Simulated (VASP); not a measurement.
Data:

```xyz
63
Lattice="7.2489 0.0000 0.0000 0.0000 7.2489 0.0000 0.0000 0.0000 7.2489" Properties=species:S:1:pos:R:3 pbc="T T T"
B      3.6172     7.2421     7.2404
B      5.4349     1.8139     7.2444
B      5.4348     7.2457     1.8124
B      0.0022     7.2466     7.2452
B      1.8085     1.8017     7.2404
B      3.6296     3.6190     7.2444
B      5.4473     5.4400     7.2402
B      1.8087     7.2422     1.8001
B      3.5616     1.7460     1.7443
B      5.5027     3.6872     1.7441
B      3.6296     7.2458     3.6176
B      5.5033     1.7453     3.6859
B      5.4475     7.2420     5.4384
B      0.0071     3.6311     7.2403
B      1.8136     5.4348     7.2452
B      0.0027     1.8141     1.8124
B      1.8127     3.6187     1.8123
B      3.6296     5.4362     1.8123
B      0.0073     7.2418     3.6296
B      1.8132     1.8138     3.6176
B      3.5614     3.6876     3.6855
B      5.4353     5.4360     3.6176
B      1.8138     7.2468     5.4332
B      3.6296     1.8139     5.4346
B      5.4351     3.6190     5.4346
B      0.0067     5.4398     1.8002
B      0.0030     3.6189     3.6175
B      1.8088     5.4398     3.6298
B      0.0070     1.8017     5.4385
B      1.8088     3.6311     5.4382
B      3.6177     5.4399     5.4382
B      0.0023     5.4348     5.4332
N      4.5330     0.9154     0.9135
N      6.3336     2.7161     0.9132
N      6.3335     0.9149     2.7145
N      0.9052     0.9050     0.9034
N      2.7310     2.7169     0.9137
N      4.5316     4.5178     0.9135
N      6.3437     6.3431     0.9035
N      2.7313     0.9151     2.7155
N      6.3332     4.5178     2.7153
N      4.5317     0.9151     4.5164
N      6.3333     2.7170     4.5163
N      6.3440     0.9050     6.3418
N      0.9099     4.5278     0.9034
N      2.7207     6.3388     0.9035
N      0.9080     2.7162     2.7150
N      2.7311     4.5181     2.7143
N      4.5324     6.3410     2.7150
N      0.9102     0.9050     4.5264
N      2.7314     2.7160     4.5162
N      4.5333     4.5178     4.5160
N      6.3441     6.3387     4.5264
N      2.7207     0.9051     6.3371
N      4.5323     2.7167     6.3396
N      6.3442     4.5279     6.3370
N      0.9081     6.3409     2.7150
N      0.9056     4.5277     4.5263
N      2.7207     6.3431     4.5262
N      0.9079     2.7165     6.3391
N      2.7207     4.5277     6.3416
N      4.5325     6.3411     6.3392
N      0.9077     6.3409     6.3393
```
Cell charge +1.

The numbers are results of HSE06 screened hybrid, VASP's PBE PAW potentials (set 64) (plane waves; VASP 6.6.1), not measurements. Run with PREC = Normal, LREAL = Auto, ISYM = 0, NELECT = 250.0, EDIFF = 1E-5, 400 eV cut-off, 1×1×1 Γ-centred mesh, Gaussian smearing of 0.050 eV, potentials B N.

The cell is charged, with a uniform compensating background. The supercell is sampled at Γ alone, which is coarse: total energies, pressure and levels can be off, energies of defects by several tenths of an eV.

**Question.** Estimate the energy per atom (σ→0).

**Answer.** 
The energy per atom (σ→0) is -10.220 eV/atom.

Only differences to runs with the same potentials and settings are physical.

The cell is a supercell with a defect, built from BN (zinc blende): vac_N, charge +1. The cell's shape comes from a PBE relaxation. The run is not spin-polarised, so no state with unpaired spins was tried.
